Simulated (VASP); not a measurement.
A convergence study with VASP on Pt: one setting is varied, all else stays as given below, so the limit is that of these other settings.

```xyz
5
Lattice="2.7635 0.0000 0.0000 1.3818 2.3933 0.0000 0.0000 0.0000 23.0257" Properties=species:S:1:pos:R:3 pbc="T T T"
Pt     1.3818     0.7978     7.0000
Pt     2.7635     1.5955     9.2564
Pt     0.0000     0.0000    11.5128
Pt     1.3818     0.7978    13.7693
Pt     2.7635     1.5955    16.0257
```

These are PBEsol GGA, VASP's PBE PAW potentials (set 64) (plane waves; VASP 6.6.1) values and carry that method's errors. The tightest run used: 300 eV cut-off, 35×35×1 Γ-centred mesh, Gaussian smearing of 0.10 eV, potentials Pt.

The settings run are 3×3×1 mesh; 4×4×1 mesh; 5×5×1 mesh; 6×6×1 mesh; 7×7×1 mesh; 9×9×1 mesh; 10×10×1 mesh; 14×14×1 mesh; 16×16×1 mesh; 19×19×1 mesh; 22×22×1 mesh; 26×26×1 mesh; 30×30×1 mesh; 35×35×1 mesh. From which on does the largest force stay within 0.01 eV/Å of the tightest run?

From 16×16×1 mesh on: it is off by 0.008 there and by no more than 0.01 in any finer run, while 14×14×1 mesh is off by 0.013.
| setting | E (eV/atom) | largest force (eV/Å) | irreducible k-points | difference judged (eV/Å) |
|---|---|---|---|---|
| 3×3×1 mesh | -6.2795 | 1.235 | 3 | 0.978 |
| 4×4×1 mesh | -6.7716 | 0.715 | 4 | 0.458 |
| 5×5×1 mesh | -6.5195 | 0.425 | 5 | 0.168 |
| 6×6×1 mesh | -6.6979 | 0.140 | 7 | 0.117 |
| 7×7×1 mesh | -6.6574 | 0.380 | 8 | 0.123 |
| 9×9×1 mesh | -6.6736 | 0.221 | 12 | 0.036 |
| 10×10×1 mesh | -6.6632 | 0.273 | 14 | 0.016 |
| 14×14×1 mesh | -6.6656 | 0.244 | 24 | 0.013 |
| 16×16×1 mesh | -6.6612 | 0.249 | 30 | 0.008 |
| 19×19×1 mesh | -6.6637 | 0.258 | 40 | 0.002 |
| 22×22×1 mesh | -6.6649 | 0.255 | 52 | 0.002 |
| 26×26×1 mesh | -6.6648 | 0.256 | 70 | 0.001 |
| 30×30×1 mesh | -6.6646 | 0.255 | 91 | 0.002 |
| 35×35×1 mesh | -6.6644 | 0.257 | 120 | 0.000 |

VASP warned of too few bands at 4×4×1 mesh; 5×5×1 mesh; 6×6×1 mesh; 7×7×1 mesh; 9×9×1 mesh; 10×10×1 mesh; 14×14×1 mesh; 16×16×1 mesh; 19×19×1 mesh; 22×22×1 mesh; 26×26×1 mesh; 30×30×1 mesh; 35×35×1 mesh.

Left out are rungs that failed or repeat a setting and relaxations that didn't move; long series are thinned to 24 rows.

The cell is a sheet or thin cut with vacuum, built from a generated structure.
